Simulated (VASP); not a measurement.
## Ga4AsP3 (ordered alloy cell): computed properties

Method: PBEsol GGA, VASP's PBE PAW potentials (set 64) (plane waves; VASP).

```json
{
  "space_group": "Amm2 (38)",
  "cell": "a = 3.882 Å, b = 7.764 Å, c = 10.962 Å, α = 90.00°, β = 90.00°, γ = 90.00°",
  "volume_per_atom": "20.65 Å³/atom",
  "band gap (over mesh and band path)": "1.25 eV",
  "smallest direct gap (over mesh and band path)": "1.27 eV",
  "band_edge_character": "indirect, Γ to T",
  "density": "4.49 g/cm³"
}
```

```xyz
8
Lattice="0.0001 5.4903 5.4811 5.4903 0.0001 5.4811 2.7452 2.7452 0.0000" Properties=species:S:1:pos:R:3 pbc="T T T"
Ga     2.7452     2.7452     0.0035
Ga     5.4626     2.7729     2.7659
Ga     2.7729     5.4626     2.7659
Ga     2.7452     2.7452     5.4279
P      1.3726     1.3726     1.3693
P      4.1187     1.3717     4.1100
P      1.3717     4.1187     4.1100
As     4.1178     4.1178     6.8531
```

The structure was generated: Ga4AsP3 was put into an ordered model structure (Amm2), which need not be its known phase. It was relaxed first. Symmetry was kept, so distortions that lower it aren't found.
